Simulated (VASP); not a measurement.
Calculation: PBE GGA, VASP's PBE PAW potentials (set 64) (plane waves; VASP 6.6.1).

A VASP calculation is set up with these files.

KPOINTS:
```
Automatic mesh
0
Gamma
13 13 13
0 0 0
```

**POSCAR**
```
TiC
3.0801430
  0.0000000000   0.7071067804   0.7071067804
  0.7071067804   0.0000000000   0.7071067804
  0.7071067804   0.7071067804   0.0000000000
Ti C
1 1
Direct
  0.0000000000   0.0000000000   0.0000000000
  0.5000000000   0.5000000000   0.5000000000
```

### INCAR
```
SYSTEM=TiC
LMAXMIX=4   # l cut-off of mixed one-centre charges
ALGO=Normal   # blocked Davidson
ISIF=2
ENCUT=400   # plane-wave cut-off (eV)
SIGMA=0.2
LASPH=.TRUE.   # aspherical one-centre terms
LWAVE=.FALSE.
PREC=Accurate
GGA=PE   # PBE
NELM=100
ISMEAR=0   # Gaussian
LREAL=.FALSE.
LCHARG=.FALSE.
EDIFF=1E-6
```

POTCAR, in this order: Ti_sv C (PBE.64 set). Program: vasp_std.

Output of the run:

OUTCAR:
```
 ion  position               nearest neighbor table
   1  0.000  0.000  0.000-   2 2.18   2 2.18   2 2.18   2 2.18   2 2.18   2 2.18
   2  0.500  0.500  0.500-   1 2.18   1 2.18   1 2.18   1 2.18   1 2.18   1 2.18
  LATTYP: Found a face centered cubic cell.
 ALAT       =     4.3559800000
 Subroutine PRICEL returns:
 Original cell was already a primitive cell.
 Subroutine GETGRP returns: Found 48 space group operations
The static configuration has the point symmetry O_h .
The dynamic configuration has the point symmetry O_h .
 Subroutine INISYM returns: Found 48 space group operations
 Subroutine IBZKPT returns following result:
 Found     84 irreducible k-points:

 Following reciprocal coordinates:
            Coordinates               Weight
  0.000000  0.000000  0.000000      1.000000
  0.076923  0.000000  0.000000      8.000000
  0.153846  0.000000  0.000000      8.000000
  0.230769  0.000000  0.000000      8.000000
  0.307692  0.000000  0.000000      8.000000
  0.384615  0.000000  0.000000      8.000000
  0.461538  0.000000  0.000000      8.000000
  0.076923  0.076923  0.000000      6.000000
  0.153846  0.076923  0.000000     24.000000
  0.230769  0.076923  0.000000     24.000000
  0.307692  0.076923  0.000000     24.000000
  0.384615  0.076923  0.000000     24.000000
  0.461538  0.076923  0.000000     24.000000
 -0.461538  0.076923  0.000000     24.000000
 -0.384615  0.076923  0.000000     24.000000
 -0.307692  0.076923  0.000000     24.000000
 -0.230769  0.076923  0.000000     24.000000
 -0.153846  0.076923  0.000000     24.000000
 -0.076923  0.076923  0.000000     12.000000
  0.153846  0.153846  0.000000      6.000000
  0.230769  0.153846  0.000000     24.000000
  0.307692  0.153846  0.000000     24.000000
  0.384615  0.153846  0.000000     24.000000
  0.461538  0.153846  0.000000     24.000000
...
```

OSZICAR:
```
       N       E                     dE             d eps       ncg     rms          rms(c)
DAV:   1     0.102897247182E+03    0.10290E+03   -0.72634E+03  2032   0.133E+03
DAV:   2    -0.158901529524E+02   -0.11879E+03   -0.11242E+03  2120   0.348E+02
DAV:   3    -0.239860818691E+02   -0.80959E+01   -0.78469E+01  2604   0.896E+01
DAV:   4    -0.243258314315E+02   -0.33975E+00   -0.33910E+00  2584   0.173E+01
DAV:   5    -0.243390091638E+02   -0.13178E-01   -0.13177E-01  2760   0.290E+00    0.184E+01
DAV:   6    -0.194063873028E+02    0.49326E+01   -0.32500E+01  2384   0.697E+01    0.727E+00
DAV:   7    -0.187552249715E+02    0.65116E+00   -0.50301E+00  2468   0.284E+01    0.480E+00
DAV:   8    -0.187176617397E+02    0.37563E-01   -0.13661E-01  2152   0.477E+00    0.311E+00
DAV:   9    -0.187118872621E+02    0.57745E-02   -0.17384E-01  2280   0.529E+00    0.799E-01
DAV:  10    -0.187087555687E+02    0.31317E-02   -0.15347E-02  2808   0.176E+00    0.607E-01
DAV:  11    -0.187068983740E+02    0.18572E-02   -0.95420E-03  2172   0.150E+00    0.128E-01
DAV:  12    -0.187068768738E+02    0.21500E-04   -0.64847E-04  2168   0.397E-01    0.443E-02
DAV:  13    -0.187068627669E+02    0.14107E-04   -0.25753E-05  2632   0.493E-02    0.130E-02
DAV:  14    -0.187068603703E+02    0.23966E-05   -0.17865E-06  1952   0.135E-02    0.332E-03
DAV:  15    -0.187068600122E+02    0.35806E-06   -0.36560E-07  1112   0.975E-03
   1 F= -.18706860E+02 E0= -.18703961E+02  d E =-.579704E-02
```

File OUTCAR:
```
------------------------ aborting loop because EDIFF is reached ----------------------------------------
  FORCE on cell =-STRESS in cart. coord.  units (eV):
  Direction    XX          YY          ZZ          XY          YZ          ZX
  --------------------------------------------------------------------------------------
  Total       -0.6768470     -0.6768470     -0.6768470      0.0000000     -0.0000000     -0.0000000
  in kB      -52.4811635    -52.4811635    -52.4811635      0.0000000     -0.0000000     -0.0000000
  external PRESSURE =     -52.4811635 kB  Pullay stress =       0.0000000 kB
  volume of cell :       20.66
      direct lattice vectors                 reciprocal lattice vectors
     0.000000000  2.177990000  2.177990000    -0.229569465  0.229569465  0.229569465
     2.177990000  0.000000000  2.177990000     0.229569465 -0.229569465  0.229569465
     2.177990000  2.177990000  0.000000000     0.229569465  0.229569465 -0.229569465
 POSITION                                       TOTAL-FORCE (eV/Angst)
 -----------------------------------------------------------------------------------
      0.00000      0.00000      0.00000         0.000000      0.000000     -0.000000
      2.17799      2.17799      2.17799        -0.000000      0.000000      0.000000
 -----------------------------------------------------------------------------------
    total drift:                                0.000000     -0.000000     -0.000000
  FREE ENERGIE OF THE ION-ELECTRON SYSTEM (eV)
  ---------------------------------------------------
  free  energy   TOTEN  =       -18.7068600122 eV

  energy  without entropy=      -18.7010629746  energy(sigma->0) =      -18.70396149
```
(Selected blocks of OUTCAR.)

### OUTCAR
```
 val. band max:        9.1434550751   @ k =   0.4615   0.4615   0.0000

 cond. band min:       9.2626608007   @ k =   0.3846   0.3077   0.0000


 Fermi energy:         9.2157605941

 k-point     1 :       0.0000    0.0000    0.0000
  band No.  band energies     occupation
      1     -47.4113      2.00000
      2     -23.4538      2.00000
      3     -23.4538      2.00000
      4     -23.4538      2.00000
      5      -3.0869      2.00000
      6       9.9058      0.00000
      7       9.9058      0.00000
      8       9.9058      0.00000
      9      10.8834      0.00000
     10      10.8834      0.00000
     11      10.8834      0.00000
     12      10.8965      0.00000

 k-point     2 :       0.0769    0.0000    0.0000
  band No.  band energies     occupation
      1     -47.4082      2.00000
      2     -23.4814      2.00000
      3     -23.4564      2.00000
      4     -23.4564      2.00000
      5      -2.9586      2.00000
      6       9.2924      0.58798
      7       9.5457      0.01963
      8       9.5457      0.01963
      9      10.2104      0.00000
     10      10.2104      0.00000
     11      11.1846      0.00000
     12      12.1150      0.00000

 k-point     3 :       0.1538    0.0000    0.0000
  band No.  band energies     occupation
      1     -47.3977      2.00000
      2     -23.5572      2.00000
      3     -23.4637      2.00000
      4     -23.4637      2.00000
      5      -2.5802      2.00000
      6       8.1443      2.00000
      7       8.5876      1.99999
      8       8.5876      1.99999
      9      10.4230      0.00000
     10      10.4230      0.00000
     11      11.5557      0.00000
     12      13.4015      0.00000

 k-point     4 :       0.2308    0.0000    0.0000
  band No.  band energies     occupation
      1     -47.3826      2.00000
      2     -23.6625      2.00000
      3     -23.4739      2.00000
      4     -23.4739      2.00000
      5      -1.9880      2.00000
      6       6.8482      2.00000
...
```

At this cut-off the stress carries a Pulay error, which pulls relaxed volumes low.

The structure is a typed TiC crystal (Fm-3m). The cell was not relaxed at this level.
